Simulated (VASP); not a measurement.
Input:

```yaml
crystal:
  lattice:
    - [0.00000, 2.50686, 2.50686]
    - [2.50686, 0.00000, 2.50686]
    - [2.50686, 2.50686, 0.00000]
  atoms:
    - { symbol: Gd, position: [0.00000, 0.00000, 0.00000] }
    - { symbol: N, position: [0.50000, 0.50000, 0.50000] }
```

All values below come from r2SCAN meta-GGA, VASP's PBE PAW potentials (set 64) (plane waves; VASP). Numerical set-up: 520 eV cut-off, 9×9×9 Γ-centred mesh, Gaussian smearing of 0.050 eV, potentials Gd_3 N.

The 4f electrons are frozen in the core of the lanthanide potential, so 4f levels, which can set the real gap, and their magnetism are missing.

Question: Predict the energy per atom (σ→0), pressure.

Answer: 
energy per atom (σ→0): -2102.3 kJ/mol of atoms
pressure: -4.73 GPa

Total energies compare only between runs with the same potentials, cut-off and functional.

The compound is GdN in the rock salt structure. This cell is one point of a volume scan, at 1.03 of the reference volume.
